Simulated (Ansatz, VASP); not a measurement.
# Cross-check of Mg (Magnesium) between VASP and Ansatz, part 2 of 2

Aim: how closely do two programs agree when they are given the same cell, functional and k mesh? The cell is taken from a series of runs on this material, whose earlier steps may have relaxed, scaled, displaced or heated it; both programs get it as it stands.

VASP 6.6.1 and Ansatz 0.2.0.

So far: The starting structure; VASP: zone-centre phonons, LDA, pair 1; Ansatz: zone-centre phonons, LDA, pair 1; Comparison.

### Step 5. VASP: zone-centre phonons, LDA, pair 2

Level of this step: LDA; plane waves and PAW (Mg) (VASP).

Second derivatives magnify differences that forces hide, and they need a tight electronic threshold. The cell compared in this pair holds 45.29 Å³, against 44.56 Å³ for the pair before.

Input file INCAR:

```
SYSTEM = Mg
PREC = Accurate
ENCUT = 600
EDIFF = 1E-08
NELM = 120
ISMEAR = 1
SIGMA = 0.2
LREAL = .FALSE.
ALGO = Normal
GGA = CA
NBANDS = 8
LORBIT = 11
LWAVE = .FALSE.
LCHARG = .FALSE.
ISIF = 2
IBRION = 8
LASPH = .TRUE.
GGA_COMPAT = .FALSE.
KPAR = 2
```

Input file POSCAR:

```
Mg
1.0
    3.2431453125      0.0000000000      0.0000000000
   -1.6215726562      2.8086462288      0.0000000000
    0.0000000000      0.0000000000      4.9718594406
Mg
2
Direct
    0.3333333333      0.6666666667      0.2500000000
    0.6666666667      0.3333333333      0.7500000000
```

Input file KPOINTS:

```
Automatic mesh
0
Gamma
15 15 8
0 0 0
```

PAW data sets: Mg (LDA family, release 64).

Started as:

```
$ mpirun -np 2 vasp_std
```

Numbers of over 12 decimals in the logs are rounded to 6 here.

The program printed:

```text
[... set-up lines as in an earlier step ...]
 entering main loop
       N       E                     dE             d eps       ncg     rms          rms(c)
DAV:   1    -0.104552305477E+01   -0.10455E+01   -0.14605E+03  2160   0.402E+02
DAV:   2    -0.360329053535E+01   -0.25578E+01   -0.25164E+01  2960   0.230E+01
DAV:   3    -0.361748648853E+01   -0.14196E-01   -0.14196E-01  2960   0.219E+00
DAV:   4    -0.361750975118E+01   -0.23263E-04   -0.23263E-04  3104   0.783E-02
[...]
DAV:   8    -0.359693331789E+01    0.65233E-05   -0.14392E-05  3472   0.221E-02    0.678E-03
DAV:   9    -0.359693223646E+01    0.10814E-05   -0.64500E-07  2568   0.404E-03    0.614E-04
DAV:  10    -0.359693223177E+01    0.46956E-08   -0.24445E-09  3312   0.349E-04
   1 F= -.35969322E+01 E0= -.35964845E+01  d E =-.134334E-02
 Linear response reoptimize wavefunctions to high precision
DAV:   1    -0.359693223209E+01   -0.32743E-09   -0.89208E-11  2368   0.728E-05
DAV:   2    -0.359693223209E+01   -0.56843E-13   -0.78697E-13  1712   0.452E-06
 Linear response DOF=           2
 Linear response progress:
[...]
RMM:   6    -0.133517949448E-02   -0.78646E-07   -0.15054E-10 14893   0.632E-05    0.168E-05
RMM:   7    -0.133522046611E-02   -0.40972E-07    0.27931E-12 15549   0.131E-05    0.206E-06
RMM:   8    -0.133521962716E-02    0.83895E-09   -0.22384E-11 13664   0.353E-06    0.389E-07
 first order change of Fermi-energy   0.40372E-07
 force on displaced ion       1 direction 1 :  -0.824   0.000   0.000
 Linear response progress:
  Degree of freedom:   2/  2
       N       E                     dE             d eps       ncg     rms          rms(c)
RMM:   1    -0.126853382554E-01   -0.12685E-01   -0.70299E-02  6875   0.300E-01
RMM:   2    -0.398440904035E-02    0.87009E-02   -0.91900E-04  4750   0.389E-02    0.302E-02
RMM:   3    -0.389082171200E-02    0.93587E-04   -0.22661E-05  4763   0.123E-02    0.140E-02
RMM:   4    -0.392597332384E-02   -0.35152E-04   -0.10271E-05  4802   0.684E-03    0.512E-03
[...]
RMM:   8    -0.392647217911E-02   -0.35697E-07   -0.17005E-07  5224   0.123E-05    0.230E-06
RMM:   9    -0.392645612499E-02    0.16054E-07   -0.41456E-09  4892   0.444E-06    0.580E-07
RMM:  10    -0.392645413443E-02    0.19906E-08    0.45516E-09  3485   0.310E-06    0.622E-08
 first order change of Fermi-energy  -0.13727E-05
 force on displaced ion       1 direction 3 :   0.000   0.000  -2.945
 Linear response finished
```

Parts of OUTCAR (step 5):

```text
  Total       -0.7640950     -0.7640950     -0.0873243     -0.0000000      0.0000000      0.0000000
  in kB      -27.0318409    -27.0318409     -3.0893233     -0.0000000      0.0000000      0.0000000
  external PRESSURE =     -19.0510017 kB  Pullay stress =       0.0000000 kB

 POSITION                                       TOTAL-FORCE (eV/Angst)
 -----------------------------------------------------------------------------------
     -0.00000      1.87243      1.24296         0.000000      0.000000      0.000000
      1.62157      0.93622      3.72889        -0.000000     -0.000000      0.000000
 -----------------------------------------------------------------------------------
    total drift:                                0.000000     -0.000000      0.000000

[... 1 part as in an earlier step ...]

[... 1 further part left out ...]
```

### Step 6. Ansatz: zone-centre phonons, LDA, pair 2

The same cell, functional (in two slightly different forms), mesh and smearing now go to Ansatz, which takes its cutoff from its data sets.

The cell is taken from a series of runs on this material, whose earlier steps may have relaxed, scaled, displaced or heated it; both programs get it as it stands.

Input file input.yaml:

```yaml
crystal:
  lattice:
    - [3.2431453125, 0.0, 0.0]
    - [-1.6215726562, 2.8086462288, 0.0]
    - [0.0, 0.0, 4.9718594406]
  atoms:
    - { symbol: Mg, position: [0.3333333333, 0.6666666667, 0.25] }
    - { symbol: Mg, position: [0.6666666667, 0.3333333333, 0.75] }
kpoints:
  mp_grid: { grid: [15, 15, 8] }
hamiltonian:
  xc: lda
  pseudopotentials: { kind: paw, azcp: { folder: soft_1 }, xc_functional: pbe }
scf:
  occupations: { method: methfessel_paxton, width: 0.2 }
output:
  eigenvalues: true
phonons:
  method: dfpt
```

Started as:

```
$ ansatz run input.yaml --threads 4 --pin off --max-ram 10240MiB --backend cpu --events-out ev --progress --plain --runs-dir out
```

The program printed:

```text
[...]
Crystal: 2 atoms, lattice volume = 45.288 Å³
Basis set: ecut = 420 eV, 905 PW (Γ), exchange–correlation on 48×48×72 points (8 copies of the dense FFT grid, shifted against one another)
Bands: 14, of which v1, the nominal top of the filled ones, is band 10 counted from 1 (9 counted from 0)
Symmetry: 24 space group operations
k-points: 320 of 1800 (irreducible under 4 space group operations, time reversal used)
[...]
k-point 1: bands = [... 6 lower, -37.2058, -37.2028, -1.3524, 3.0960, 6.0399, 15.8852, 15.8852, 15.9704]
  k-point 2: bands = [... 6 lower, -37.2066, -37.2066, -1.0664, 1.9210, 7.6994, 15.6173, 16.0863, 16.0863]
  k-point 319: bands = [... 6 lower, -37.2095, -37.2095, 3.1014, 3.1014, 7.8408, 7.8408, 9.2305, 9.2305]
[...]
ASR residual: 2.647e-6 → 0.000e0 eV/Å²; symmetrization residual: 2.123e-10 eV/Å²
  ASR residual per site (eV/Å²): 2.65e-6 2.65e-6
  Γ frequencies (cm⁻¹): 0.00 0.00 0.00 135.32 135.32 255.95
[...]
[key lines of the parts left out:]
SCF converged after 7 iterations
Free energy (F): -3803.188421 eV
Fermi energy:    5.503893 eV
```

### Step 7. Differences

What differs besides the data sets and the points named for the pairs above, as far as they apply: the data sets hold 20 valence electrons in Ansatz (on its PAW soft_1 files) and 4 in VASP. Total energies have different zeros and are not compared.

Both answers:

| quantity | Ansatz | VASP | difference |
| --- | --- | --- | --- |
| optical mode 1 to 2 (cm⁻¹) | 135.3 | 135.8 | -0.32 % |
| optical mode 3 (cm⁻¹) | 255.9 | 256.7 | -0.30 % |

Modes are paired by rising frequency, not by their patterns, so a pair may set unlike modes beside each other; they are those without the splitting of longitudinal modes.

### Step 8. Summary of results

```json
{
  "r.m.s. difference of the optical zone-centre modes, each program's sorted by frequency (zone-centre phonons, LDA, pair 1)": "0.55 cm⁻¹",
  "r.m.s. difference of the optical zone-centre modes, each program's sorted by frequency (zone-centre phonons, LDA, pair 2)": "0.57 cm⁻¹"
}
```

In words: The r.m.s. difference of the optical zone-centre modes, each program's sorted by frequency is 0.55 cm⁻¹ (zone-centre phonons, LDA, pair 1). The data sets hold unlike numbers of valence electrons (20 in Ansatz and 4 in VASP), so part of the differences comes from the potentials. How closely two codes agree says nothing of how well the functional describes the real material.

[Lines on the potential files, build, host, timing and source positions are cut from VASP's logs without a mark.]

[Logs are printed without paths, hosts, clocks, repeated set-up lines and the standing remarks that a program may print on its own settings, such as how far it seeks lower states.]

[Hosts, paths, dates, database ids (printed as entryN), source tags and the programs' standing remarks are cut or masked in the printed files.]
